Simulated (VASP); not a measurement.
Here is a VASP 6.6.1 calculation.

Contents of INCAR:

```
PREC = Accurate
ENCUT = 600
EDIFF = 1E-7
ISMEAR = 0
SIGMA = 0.1
LREAL = F
LASPH = T
NELM = 80
ALGO = Normal
ISIF = 3
LWAVE = F
LCHARG = F
GGA = CA
IBRION = 2
NSW = 100
EDIFFG = -0.005
```

File KPOINTS:

```
regular mesh
0
Gamma
  12 12 12
```

The input POSCAR:

```
YRh
1.0
    3.4070000000      0.0000000000      0.0000000000
    0.0000000000      3.4070000000      0.0000000000
    0.0000000000      0.0000000000      3.4070000000
Y Rh
1 1
Direct
    0.5000000000      0.5000000000      0.5000000000
    0.0000000000      0.0000000000      0.0000000000
```

Potentials or basis: VASP PAW LDA potentials, release 64 (Y_sv, Rh_pv).

Run with:

```bash
$ cat potpaw_LDA.64/Y_sv/POTCAR potpaw_LDA.64/Rh_pv/POTCAR > POTCAR
$ mpirun -np 1 vasp_std > vasp.out
```

Problem. What does it give for the relaxed cell?

Solution. a = 3.352 Å, b = 3.352 Å, c = 3.352 Å, α = 90.00°, β = 90.00°, γ = 90.00°.

Problem. What does it give for the relaxed volume?

Solution. 18.83 Å³/atom.

Problem. Estimate the space group after relaxing (to 0.05 Å).

Solution. Pm-3m (No. 221).

Problem. What does it give for the band gap on the k mesh?

Solution. None (metal or under the smearing width).

Final structure:
```yaml
crystal:
  lattice:
    - [3.35197, 0.00000, 0.00000]
    - [0.00000, 3.35197, 0.00000]
    - [0.00000, 0.00000, 3.35197]
  atoms:
    - { symbol: Y, position: [0.50000, 0.50000, 0.50000] }
    - { symbol: Rh, position: [0.00000, 0.00000, 0.00000] }
```

LDA usually gives volumes a few per cent too small. Zero-point motion and thermal expansion aren't in these numbers.
